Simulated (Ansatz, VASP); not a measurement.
## Be2CdS2: VASP beside Ansatz

```
Be Cd S
1.0
     3.43512    0.00000    0.00000
    -1.71756    2.97490    0.00000
     0.00000    0.00000   10.27411
Be Cd S
2 1 2
Cartesian
  0.0000 1.9833 4.3452
  1.7176 0.9916 5.9289
  0.0000 0.0000 0.0000
  0.0000 1.9833 6.5475
  1.7176 0.9916 3.7266
```

Change from the starting cell: species swapped into the MgAl2C2 type (P-3m1, No. 164).

Alike in both runs: functional PBE; k mesh 6 × 6 × 4; occupations gaussian, width 0.1 eV; no spin polarisation.

Ansatz relaxed the structure, and its values are those at the end. VASP's run is a single point on that final structure, the one shown.

|  | VASP | Ansatz |
| --- | --- | --- |
| version | VASP 6.6.1 | Ansatz 0.2.0 |
| potentials or method | VASP PAW PBE potentials, release 64 (Be, Cd, S) | scalar-relativistic, plane waves, PAW |
| plane-wave cutoff (eV) | 520 | 420 |
| valence electrons in the cell | 28 | 36 |

|  | VASP | Ansatz | Ansatz less VASP |
| --- | --- | --- | --- |
| gap on the k mesh at the Fermi level (eV) | none | none | - |
| pressure (GPa) | 0.0 | 0.0 | +0.01 |
| rms of the force components (eV/Å) | 0.012 | 0.006 | -0.0065 |

A gap of «none» marks a metal or a gap that the smearing closes. The two sets of potentials don't hold the same shells in valence.
